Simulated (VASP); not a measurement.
Output of a VASP run:

### OUTCAR
```
 ion  position               nearest neighbor table
   1  0.333  0.667  0.250-   2 2.72   2 2.72   2 2.72   2 2.72   2 2.72   2 2.72
   2  0.667  0.333  0.750-   1 2.72   1 2.72   1 2.72   1 2.72   1 2.72   1 2.72
  LATTYP: Found a hexagonal cell.
 ALAT       =     2.7568831766
 C/A-ratio  =     1.6021517201
 Subroutine PRICEL returns:
 Original cell was already a primitive cell.
 Subroutine GETGRP returns: Found 24 space group operations
The static configuration has the point symmetry D_3d.
 The point group associated with its full space group is D_6h.
The dynamic configuration has the point symmetry D_3d.
 Subroutine INISYM returns: Found 24 space group operations
 Subroutine IBZKPT returns following result:
 Found    165 irreducible k-points:

 Following reciprocal coordinates:
            Coordinates               Weight
  0.000000  0.000000  0.000000      1.000000
  0.058824 -0.000000  0.000000      6.000000
  0.117647 -0.000000  0.000000      6.000000
  0.176471 -0.000000  0.000000      6.000000
  0.235294 -0.000000  0.000000      6.000000
  0.294118 -0.000000  0.000000      6.000000
  0.352941 -0.000000  0.000000      6.000000
  0.411765 -0.000000  0.000000      6.000000
  0.470588 -0.000000  0.000000      6.000000
  0.058824  0.058824  0.000000      6.000000
  0.117647  0.058824  0.000000     12.000000
  0.176471  0.058824  0.000000     12.000000
  0.235294  0.058824  0.000000     12.000000
  0.294118  0.058824  0.000000     12.000000
  0.352941  0.058824  0.000000     12.000000
  0.411765  0.058824  0.000000     12.000000
  0.470588  0.058824  0.000000      6.000000
  0.117647  0.117647  0.000000      6.000000
  0.176471  0.117647  0.000000     12.000000
  0.235294  0.117647  0.000000     12.000000
  0.294118  0.117647  0.000000     12.000000
  0.352941  0.117647  0.000000     12.000000
  0.411765  0.117647  0.000000     12.000000
  0.176471  0.176471  0.000000      6.000000
  0.235294  0.176471  0.000000     12.000000
  0.294118  0.176471  0.000000     12.000000
  0.352941  0.176471  0.000000     12.000000
  0.411765  0.176471  0.000000      6.000000
  0.235294  0.235294  0.000000      6.000000
  0.294118  0.235294  0.000000     12.000000
  0.352941  0.235294  0.000000     12.000000
  0.294118  0.294118  0.000000      6.000000
  0.352941  0.294118  0.000000      6.000000
  0.000000  0.000000  0.111111      2.000000
  0.058824 -0.000000  0.111111     12.000000
  0.117647 -0.000000  0.111111     12.000000
  0.176471 -0.000000  0.111111     12.000000
  0.235294 -0.000000  0.111111     12.000000
  0.294118 -0.000000  0.111111     12.000000
  0.352941 -0.000000  0.111111     12.000000
   k-points           NKPTS =    165   k-points in BZ     NKDIM =    165   number of bands    NBANDS=     17
   number of dos      NEDOS =    601   number of ions     NIONS =      2
   total plane-waves  NPLWV =  20736
   dimension x,y,z NGX =    24 NGY =   24 NGZ =   36
   dimension x,y,z NGXF=    48 NGYF=   48 NGZF=   72
   ions per type =               2
   PREC   = accura    normal or accurate (medium, high low for compatibility)
   ISTART =      0    job   : 0-new  1-cont  2-samecut
   ICHARG =      2    charge: 1-file 2-atom 10-const
   ISPIN  =      1    spin polarized calculation?
   LNONCOLLINEAR =      F non collinear calculations
   LSORBIT =      F    spin-orbit coupling
   INIWAV =      1    electr: 0-lowe 1-rand  2-diag
   ENCUT  =  520.0 eV  38.22 Ry    6.18 a.u.   5.13  5.13  8.21*2*pi/ulx,y,z
   NELM   =    100;   NELMIN=  2; NELMDL= -5     # of ELM steps
   EDIFF  = 0.1E-06   stopping-criterion for ELM
   LREAL  =      F    real-space projection
   NLSPLINE    = F    spline interpolate recip. space projectors
   LMAXMIX     =    4 max onsite mixed and CHGCAR
   VOSKOWN=      0    Vosko Wilk Nusair interpolation
   EDIFFG = 0.1E-05   stopping-criterion for IOM
   NSW    =      0    number of steps for IOM
...
```

File OSZICAR:
```
       N       E                     dE             d eps       ncg     rms          rms(c)
DAV:   1     0.316859839910E+03    0.31686E+03   -0.16824E+04  5618   0.160E+03
DAV:   2    -0.126861653164E+02   -0.32955E+03   -0.32646E+03  6253   0.458E+02
DAV:   3    -0.210380969327E+02   -0.83519E+01   -0.81829E+01  6717   0.831E+01
DAV:   4    -0.211207512765E+02   -0.82654E-01   -0.81787E-01  6405   0.818E+00
DAV:   5    -0.211214214309E+02   -0.67015E-03   -0.66334E-03  6233   0.720E-01    0.225E+01
DAV:   6    -0.198739417989E+02    0.12475E+01   -0.31294E+00  5964   0.175E+01    0.687E+00
DAV:   7    -0.197347537246E+02    0.13919E+00   -0.56980E-01  6383   0.681E+00    0.837E-01
DAV:   8    -0.197267360924E+02    0.80176E-02   -0.98854E-03  5824   0.106E+00    0.191E-01
DAV:   9    -0.197269085853E+02   -0.17249E-03   -0.40355E-04  6637   0.184E-01    0.218E-02
DAV:  10    -0.197268916875E+02    0.16898E-04   -0.14490E-05  5994   0.348E-02    0.120E-02
DAV:  11    -0.197268958611E+02   -0.41735E-05   -0.17175E-06  5855   0.133E-02    0.926E-04
DAV:  12    -0.197268947758E+02    0.10853E-05   -0.37247E-08  2980   0.161E-03    0.373E-04
DAV:  13    -0.197268944038E+02    0.37196E-06   -0.89757E-09  2841   0.698E-04    0.933E-05
DAV:  14    -0.197268944630E+02   -0.59146E-07   -0.13721E-09  2841   0.320E-04
   1 F= -.19726894E+02 E0= -.19726894E+02  d E =0.000000E+00
```

**OUTCAR**
```
------------------------ aborting loop because EDIFF is reached ----------------------------------------
  FORCE on cell =-STRESS in cart. coord.  units (eV):
  Direction    XX          YY          ZZ          XY          YZ          ZX
  --------------------------------------------------------------------------------------
  Total        0.0618056      0.0618056      0.0078897      0.0000000      0.0000000      0.0000000
  in kB        3.4060345      3.4060357      0.4347900      0.0000000      0.0000000      0.0000000
  external PRESSURE =       2.4156201 kB  Pullay stress =       0.0000000 kB
  volume of cell :       29.07
      direct lattice vectors                 reciprocal lattice vectors
     1.378441415 -2.387530966  0.000000000     0.362728510 -0.209421368  0.000000000
     1.378441415  2.387530966  0.000000000     0.362728510  0.209421368  0.000000000
     0.000000000  0.000000000  4.416945124     0.000000000  0.000000000  0.226400820
 POSITION                                       TOTAL-FORCE (eV/Angst)
 -----------------------------------------------------------------------------------
      1.37844      0.79585      1.10424         0.000000      0.000000      0.000000
      1.37844     -0.79585      3.31271         0.000000     -0.000000      0.000000
 -----------------------------------------------------------------------------------
    total drift:                               -0.000000      0.000624     -0.000043
  FREE ENERGIE OF THE ION-ELECTRON SYSTEM (eV)
  ---------------------------------------------------
  free  energy   TOTEN  =       -19.7268944630 eV

  energy  without entropy=      -19.7268944630  energy(sigma->0) =      -19.72689446

 total charge

# of ion       s       p       d       tot
------------------------------------------
    1        0.472   6.478   5.095  12.044
    2        0.472   6.478   5.095  12.044
--------------------------------------------------
tot          0.944  12.956  10.189  24.089
```
(Selected blocks of OUTCAR.)

**POSCAR**
```
Tc
1
    1.3784414147    -2.3875309664    -0.0000000000
    1.3784414147     2.3875309664    -0.0000000000
   -0.0000000000     0.0000000000     4.4169451236
Tc
2
Direct
  0.3333330000   0.6666670000   0.2500000000
  0.6666670000   0.3333330000   0.7500000000
```

Task: Write an INCAR and KPOINTS that could have produced this output.

Result: One answer among several that fit: the input of the run itself, revPBE GGA, plane waves, VASP's PBE PAW potentials (set 64).

INCAR:
```
! general
SYSTEM  = Tc
PREC    = Accurate
ENCUT   = 520
LREAL   = .False.   ! projection in real space or not
LASPH   = .True.   ! aspherical one-centre terms

! electronic loop
EDIFF   = 1E-7   ! SCF stop (eV)
NELM    = 100   ! most electronic steps
ALGO    = Normal   ! blocked Davidson
LMAXMIX = 4

! smearing
ISMEAR  = -5

! functional
GGA     = RE   ! revPBE

! ions
ISIF    = 2   ! forces and stress, cell fixed

! output
LWAVE   = .False.
LCHARG  = .True.
LORBIT  = 11   ! lm-projected
NEDOS   = 601   ! DOS grid
```

File KPOINTS:
```
Automatic mesh
0
Gamma
17 17 9
0 0 0
```

POTCAR, in this order: Tc_pv (PBE.64 set). Program: vasp_std.

For a metal the tetrahedron method with Blöchl corrections gives inexact stress and forces.

The compound is Tc in the hcp structure. It was relaxed first.
